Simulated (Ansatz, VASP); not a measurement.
## WSe2 in two plane-wave programs

Aim: how closely do two programs agree when they are given the same cell, functional and k mesh? The cell is taken from a series of runs on this material, whose earlier steps may have relaxed, scaled, displaced or heated it; both programs get it as it stands.

Method: plane waves, with VASP 6.6.1 beside it; G0W0 gap at PBE, in Ansatz 0.2.0.

### 1. The structure

Symmetry: P6_3/mmc, No. 194, hexagonal system. The conventional cell has a = 3.279 Å, b = 3.279 Å, c = 12.789 Å, α = 90.00°, β = 90.00°, γ = 120.00°. W has 6 Se at 2.53 Å nearest. Nearest to Se lie 3 W at 2.53 Å. Farther neighbours and most contacts between anions are not listed.

### 2. Ansatz: G0W0 gap, PBE

Ansatz runs on its default PAW (the set named soft_2) files.

Quasiparticle shifts depend on high empty states and on the cores, so they are the hardest test of two PAW sets.

File input.yaml:

```yaml
crystal:
  lattice:
    - [3.2790161212, 0.0, 0.0]
    - [-1.6395080606, 2.8397112604, 0.0]
    - [0.0, 0.0, 12.7885090968]
  atoms:
    - { symbol: W, position: [0.3333333333, 0.6666666667, 0.25] }
    - { symbol: W, position: [0.6666666667, 0.3333333333, 0.75] }
    - { symbol: Se, position: [0.3333333333, 0.6666666667, 0.6182884982] }
    - { symbol: Se, position: [0.6666666667, 0.3333333333, 0.1182884982] }
    - { symbol: Se, position: [0.3333333333, 0.6666666667, 0.8817115018] }
    - { symbol: Se, position: [0.6666666667, 0.3333333333, 0.3817115018] }
kpoints:
  mp_grid: { grid: [6, 6, 2] }
hamiltonian:
  xc: pbe
scf:
  occupations: { method: fixed }
gw:
  n_empty_bands: 355
  ecut_chi: 120
  qp_bands: [v2, c2]
  qp_kpoints: band_edges
  screening: { model: contour_deformation }
```

Command:

```bash
$ ansatz run input.yaml --threads 3 --pin off --max-ram 92160MiB --backend cuda --events-out ev --progress --plain --runs-dir out --devices 1 --max-vram 13GiB
```

Numbers of over 12 decimals in the logs are rounded to 6 here.

Output:

```text
GPUs: using 1 of 1 available (devices: 1).
Engine: ansatz 0.2.0, x86_64-unknown-linux-gnu
Pseudopotentials: kind: paw
Pseudopotential: W, paw, valence charge 14, recommended cutoff 420 eV (normal), W.paw.azcp
Pseudopotential: Se, paw, valence charge 16, recommended cutoff 420 eV (normal), Se.paw.azcp
Functional definition: PBE
  parameter kappa = 0.804
  parameter beta = 0.066725
  exchange = pbe_x(kappa = kappa, mu = beta*pi^2/3)
  correlation = pbe_c(beta = beta)
device memory: the entry about to start is reckoned to put 2.5 GiB on a device that reports 47.4 GiB free (of which the cap on the GPU budget leaves the run 13.0 GiB)
GPU FFT provider: cuFFT
GPU libraries: cuBLAS 13.8.2, cuFFT 12.4.0, cuSOLVER 12.3.4
Crystal: 6 atoms, lattice volume = 119.080 Å³
Basis set: ecut = 420 eV, 2347 PW (Γ)
Bands: 56, of which v1, the nominal top of the filled ones, is band 46 counted from 1 (45 counted from 0)
Symmetry: 24 space group operations
Space group: P63/mmc (ITA 194), of the structure as read, at distance tolerance 4.9e-5 Å
k-points: 14 of 72
Non-local potential: W, projectors of the file, l = 0: 3, l = 1: 2, l = 2: 2, l = 3: 1
Non-local potential: Se, projectors of the file, l = 0: 2, l = 1: 2, l = 2: 3, l = 3: 1
PAW form: soft (Blöchl's): semilocal exchange-correlation on the pseudo side does not see the compensation charge
PAW one-centre angular grid: W, 590 points (default); XC on 64 Gauss nodes
PAW one-centre angular grid: Se, 590 points (default); XC on 64 Gauss nodes
Initial density: superposition of atomic densities (neutral atoms: chi_scale 0, normalization atom), corrected by the library's trained network
Initial wavefunctions: pseudopotential atomic-orbital guess
GPU buffer pool allocated for 51840 grid points (all kernels)
GPU transforms: local potential and band sums: pruned to the plane-wave sphere, on 24×24×90
Functional: x = pbe(κ = 0.804, μ = 0.219515), c = pbe(β = 0.066725)
SCF iter   1: F=—  HF=-42649.142566 eV  |F-HF|=—  |Δ(HF+E_count)|=         —  Δρ=4.42e-3  dr2=7.62e-3  ethr=1.77e-3  ⟨swp⟩=4.9  Hψ=2464  notcnv=0  defer=92
preconditioner: auto → Resta (q_TF=auto, 2.613 Å⁻¹)  ε∞=6.1  [insulator: Δε(μ)=0.893 eV  Ē_g=9.016 eV  n_scr=40 (ndim 8)  ℏωp=20.4 eV  f_vac=0.036  ε∞_Penn≈6.1]
SCF iter   2: F=—  HF=-42649.151107 eV  |F-HF|=—  |Δ(HF+E_count)|=   8.54e-3  Δρ=2.56e-3  dr2=1.95e-3  ethr=8.28e-6  ⟨swp⟩=2.0  Hψ=1310  notcnv=0  defer=110
SCF iter   3: F=—  HF=-42649.155152 eV  |F-HF|=—  |Δ(HF+E_count)|=   4.04e-3  Δρ=7.51e-4  dr2=8.74e-4  ethr=2.12e-6  ⟨swp⟩=2.0  Hψ=1068  notcnv=0  defer=110
SCF iter   4: F=—  HF=-42649.155283 eV  |F-HF|=—  |Δ(HF+E_count)|=   1.31e-4  Δρ=8.11e-5  dr2=4.37e-6  ethr=9.50e-7  ⟨swp⟩=2.4  Hψ=1143  notcnv=0  defer=110
SCF iter   5: F=—  HF=-42649.155292 eV  |F-HF|=—  |Δ(HF+E_count)|=   8.31e-6  Δρ=2.88e-5  dr2=6.71e-7  ethr=4.75e-9  ⟨swp⟩=2.0  Hψ=1201  notcnv=0  defer=38
SCF iter   6: F=-42649.155293 eV  HF=-42649.155293 eV  |F-HF|=4.22e-10  |Δ(HF+E_count)|=   1.35e-6  Δρ=5.50e-6  dr2=4.40e-8  ethr=1.09e-10  ⟨swp⟩=7.7  Hψ=3082  notcnv=0
SCF 1 converged in 6 iterations: F = -42649.155293 eV  dr2 = 4.40e-8
  greatest PAW one-centre occupation: 1.000 electrons in one spin orbital (limit 2), on the Se atom at site 5 (counted from 0), in its partial waves of l = 2
device memory: the entry about to start is reckoned to put 3.2 GiB on a device that reports 46.5 GiB free (of which the cap on the GPU budget leaves the run 13.0 GiB)
NSCF: frozen V_eff on 14 k-points
the band table was solved once the SCF had ended and its energy, with any forces and stress, was formed, with the checks that follow a solve (3124 applications of the Hamiltonian). They found nothing against the state; the energy, forces and stress were not computed again (output.eigenvalues in the input reference)
device memory: the entry about to start is reckoned to put 4.6 GiB on a device that reports 46.3 GiB free (of which the cap on the GPU budget leaves the run 13.0 GiB)
NSCF: frozen V_eff on 14 k-points
G₀W₀ screening: q 1/14
[... further progress lines ...]
SCF converged after 6 iterations
Free energy (F): -42649.155293 eV
Harris-Foulkes:  -42649.155293 eV  (|F-HF|=4.22e-10)
Internal energy: -42649.155293 eV  (E = F + TS)
E sigma→0 (E₀):  -42649.155293 eV
Fermi energy:    13.348597 eV
--- Per-component energies (eV) ---
  E_band       = -1648.971010
  E_kinetic    = 1379.929201
  E_local      = -11077.834163  (includes V_loc(G=0)·N_el)
  E_nonlocal   = -2379.676910
  E_hartree    = 5339.358154
  E_xc         = -953.510044
  E_vxc        = -874.206053  (∫ρ·V_xc dr)
  E_paw        = -24771.128610  (= ΣΔE_a)
  E_vpaw       = 624.087070  (= ΣTr[D̂ρ^β])
  E_aug_tail   = -0.002511  (compensation charges beyond the density's cutoff)
  E_ewald      = -10186.290411
  E_smearing   = -0.000000  (= −TS)
  E_closure    = 0.000000  (closes the sum)
  Σ components = -42649.155293   (vs F -42649.155293, Δ=0.00e0)
--- Band table (eV; the first three rows and the last of 14) ---
  k-point 0: bands = [... 42 lower, 11.8955, 12.1530, 12.3885, 13.3486, 15.9820, 15.9820, 16.0303, 16.0303, ... 6 higher]
  k-point 1: bands = [... 42 lower, 11.8600, 11.8600, 13.1441, 13.1441, 15.9814, 15.9814, 15.9814, 15.9814, ... 6 higher]
  k-point 2: bands = [... 42 lower, 11.5025, 12.1995, 12.3169, 12.6423, 14.9779, 15.5357, 15.5544, 15.6647, ... 6 higher]
  k-point 13: bands = [... 42 lower, 10.5513, 10.5513, 12.9895, 12.9895, 14.7264, 14.7264, 15.6996, 15.6996, ... 6 higher]
--- G₀W₀: contour deformation, 7 samples at zero and on the imaginary axis and 1 off it, 72 q-points, 355 empty bands' worth ---
  eigenvalues of the whole cell's RPA ε∞ on this k-mesh (on a slab, of 1 + 4πα/V) = 7.9191, 15.5179, 15.5179; static W/v taken at q = 0 is 0.068767
  bands read: the sum over 401 bands ends inside a degenerate multiplet in 8 slots, whose members it reads at an even weight; the widest, k=1: bands 401 to 402 (counted from 1) at 1/2 each
  gw.qp_kpoints: band_edges: 10 of 14 stored k-points solved, in 1 pass; an edge of the gap read off the rows below is read off those points alone
    valence top: of the k-points left out ik 6 came nearest to being solved in a further pass, in band 46 (counted from 1, as in the quasiparticle table): it holds the edge there only if its correction is more favourable than any solved in that band by at least 1.053 eV; those differ by 0.095 eV
    conduction bottom: of the k-points left out ik 4 came nearest to being solved in a further pass, in band 47 (counted from 1, as in the quasiparticle table): it holds the edge there only if its correction is more favourable than any solved in that band by at least 0.612 eV; those differ by 0.112 eV
    ik  band        ε_KS         Σx   Σc(E_QP)       V_xc       Z   E_QP_lin       E_QP  E_QP is
     0    45     12.3885   -18.1938     1.6483   -16.0701  0.7713    11.9095    11.9130  root
     0    46     13.3486   -19.4171     0.4440   -18.8208  0.7552    13.1960    13.1963  root
     0    47     15.9820   -13.9065    -4.1098   -18.2459  0.7568    16.2126    16.2116  root
     0    48     15.9820   -13.9065    -4.1098   -18.2459  0.7568    16.2126    16.2116  root
     1    45     13.1441   -19.1288     0.6924   -18.2251  0.7576    12.9323    12.9328  root
     1    46     13.1441   -19.1288     0.6924   -18.2251  0.7576    12.9323    12.9328  root
     1    47     15.9814   -13.8643    -4.0835   -18.1631  0.7552    16.1975    16.1966  root
     1    48     15.9814   -13.8643    -4.0835   -18.1631  0.7552    16.1975    16.1966  root
     2    45     12.3169   -18.2576     1.6633   -16.1342  0.7696    11.8535    11.8568  root
     2    46     12.6423   -19.0819     0.8364   -18.0548  0.7516    12.4510    12.4515  root
     2    47     14.9779   -13.5009    -3.8635   -17.5215  0.7606    15.1355    15.1351  root
     2    48     15.5357   -14.0795    -4.2176   -18.5656  0.7634    15.8054    15.8042  root
     3    45     12.6071   -19.0541     0.9457   -17.8896  0.7530    12.3876    12.3883  root
     3    46     12.6071   -19.0541     0.9457   -17.8896  0.7530    12.3876    12.3883  root
     3    47     15.2729   -13.8564    -3.9761   -18.0161  0.7575    15.4570    15.4564  root
     3    48     15.2729   -13.8564    -3.9761   -18.0161  0.7575    15.4570    15.4564  root
     8    45     12.1919   -19.3493     1.1669   -17.9744  0.7435    11.9832    11.9839  root
     8    46     12.2484   -19.4355     1.1644   -18.0480  0.7468    12.0244    12.0253  root
     8    47     14.2450   -13.1943    -3.5786   -16.8957  0.7660    14.3680    14.3678  root
     8    48     15.2222   -14.2014    -4.0739   -18.4726  0.7499    15.4202    15.4195  root
     9    45     12.2262   -19.4064     1.1628   -18.0277  0.7454    12.0095    12.0103  root
     9    46     12.2262   -19.4064     1.1628   -18.0277  0.7454    12.0095    12.0103  root
     9    47     14.6717   -13.7477    -3.7794   -17.6934  0.7620    14.8383    14.8379  root
     9    48     14.6717   -13.7477    -3.7794   -17.6934  0.7620    14.8383    14.8379  root
[...]
12    45     12.8670   -18.0959     0.5507   -17.3305  0.7537    12.6517    12.6522  root
    12    46     13.1614   -18.7830     0.3904   -18.2135  0.7540    12.9820    12.9823  root
    12    47     14.7261   -15.5957    -3.9174   -19.7476  0.7474    14.9613    14.9605  root
    12    48     14.7261   -15.5957    -3.9174   -19.7476  0.7474    14.9613    14.9605  root
    13    45     12.9895   -18.3147     0.4646   -17.6509  0.7542    12.7898    12.7902  root
    13    46     12.9895   -18.3147     0.4646   -17.6509  0.7542    12.7898    12.7902  root
    13    47     14.7264   -15.5896    -3.9174   -19.7413  0.7474    14.9615    14.9606  root
    13    48     14.7264   -15.5896    -3.9174   -19.7413  0.7474    14.9615    14.9606  root
```

In the SCF lines HF is the Harris–Foulkes energy and dr2 the Hartree energy of the density residual, in eV; the loop may stop once dr2 is under the threshold and the program's other checks hold. Hψ counts applications of the Hamiltonian.

[end of part 1 of 2]

[Lines on the potential files, build, host, timing and source positions are cut from VASP's logs without a mark.]

[Logs are printed without paths, hosts, clocks, repeated set-up lines and the standing remarks that a program may print on its own settings, such as how far it seeks lower states.]

[Hosts, paths, dates, database ids (printed as entryN), source tags and the programs' standing remarks are cut or masked in the printed files.]
